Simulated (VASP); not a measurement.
An input for Ansatz (written as the equivalent of a VASP run, and not itself run):

Ansatz 0.2 input:
```yaml
crystal:
  lattice:
    - [0.0000000, 2.8380027, 2.8380027]
    - [2.8380027, 0.0000000, 2.8380027]
    - [2.8380027, 2.8380027, 0.0000000]
  atoms:
    - { symbol: Ge, position: [0.0000000, 0.0000000, 0.0000000] }
    - { symbol: Ge, position: [0.2500000, 0.2500000, 0.2500000] }
kpoints:
  mp_grid: { grid: [8, 8, 8] }
hamiltonian:
  xc: r2scan
  pseudopotentials: { kind: paw }
scf:
  occupations: { method: gaussian, width: 0.05 }
  max_iter: 100
relax:
  max_steps: 40
  f_tol: 0.02
  cell: { p_target: 5 }
output: { forces: true, stress: true, eigenvalues: true }
```

### Question
Write the VASP files for the same calculation (r2SCAN).

### Answer
One answer among several that fit: 
KPOINTS:
```
Regular mesh
0
Gamma
8 8 8
0 0 0
```

POSCAR:
```
Ge
1.0
  0.0000000000   2.8380026612   2.8380026612
  2.8380026612   0.0000000000   2.8380026612
  2.8380026612   2.8380026612   0.0000000000
Ge
2
Cart
  0.0000000000   0.0000000000   0.0000000000
  1.4190013306   1.4190013306   1.4190013306
```

### INCAR
```
SYSTEM = Ge
PREC = Accurate
ENCUT = 500
EDIFF = 1E-6
NELM = 100
ALGO = Normal
LREAL = .FALSE.
LASPH = .TRUE.
ISMEAR = 0
SIGMA = 0.05
METAGGA = R2SCAN
LMIXTAU = .TRUE.
LMAXMIX = 4
LWAVE = .FALSE.
LCHARG = .FALSE.
IBRION = 2
ISIF = 3
NSW = 40
EDIFFG = -0.02
PSTRESS = 50
```

POTCAR, in this order: Ge_d (PBE.64 set). Program: vasp_std.

The two are equivalent in intent, not identical: each code has its own PAW files, so the cut-off isn't converted (ENCUT is set for VASP's; basis.ecutwfc is left out, and Ansatz then takes the one that its files recommend); Ansatz stops its SCF on the density residual and VASP on the energy change (EDIFF).

The compound is Ge in the diamond structure. This run relaxes it under an external pressure of 5 GPa. Symmetry was kept, so distortions that lower it aren't found.
